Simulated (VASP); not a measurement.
VASP ran on this input.

### POSCAR
```
BP
2.223660
  0.0000000000   1.0000002099   1.0000002099
  1.0000002099   0.0000000000   1.0000002099
  1.0000002099   1.0000002099   0.0000000000
B P
1 1
Cartesian
  0.0000000000   0.0000000000   0.0000000000
  0.5000001050   0.5000001050   0.5000001050
```

**INCAR**
```
# general
SYSTEM   = BP
PREC     = Accurate
ENCUT    = 520
LREAL    = .FALSE.
LASPH    = .TRUE.

# electronic loop
EDIFF    = 1E-7
NELM     = 100
ALGO     = Normal

# smearing
ISMEAR   = 0
SIGMA    = 0.05

# functional
GGA      = MK
LUSE_VDW = .TRUE.
AGGAC    = 0.0
PARAM1   = 0.1234568
PARAM2   = 0.7114
ZAB_VDW  = -1.8867

# ions
ISIF     = 2

# output
LWAVE    = .FALSE.
LCHARG   = .FALSE.
```

**KPOINTS**
```
Automatic mesh
0
Gamma
10 10 10
0 0 0
```

POTCAR, in this order: B P (PBE.64 set). Program: vasp_std.

**Question.** Write an equivalent input for Quantum ESPRESSO's pw.x.

**Answer.** One equivalent input (not run):
```
&CONTROL
  calculation = 'scf'
  pseudo_dir = './pseudo'
  outdir = './out'
  tprnfor = .true.
  tstress = .true.
/
&SYSTEM
  ibrav = 0
  nat = 2
  ntyp = 2
  ecutwfc = 76
  occupations = 'smearing'
  smearing = 'gaussian'
  degauss = 0.003675
  input_dft = 'vdw-df2-b86r'
/
&ELECTRONS
  conv_thr = 7.3e-09
  electron_maxstep = 100
/
ATOMIC_SPECIES
  B 10.810 B.upf
  P 30.974 P.upf
CELL_PARAMETERS angstrom
     0.0000000    2.2236605    2.2236605
     2.2236605    0.0000000    2.2236605
     2.2236605    2.2236605    0.0000000
ATOMIC_POSITIONS crystal
  B    0.0000000  0.0000000  0.0000000
  P    0.2500000  0.2500000  0.2500000
K_POINTS automatic
  10 10 10 0 0 0
```
What does not carry over: the potentials are each code's own (VASP's PAW set, PseudoDojo norm-conserving files in pw.x), so ENCUT and ecutwfc are chosen apart and not converted; conv_thr bounds pw.x's estimated SCF error, while EDIFF bounds the energy change between steps.

The compound is BP in the zinc blende structure. This cell is one point of a volume scan, at 0.94 of the reference volume.
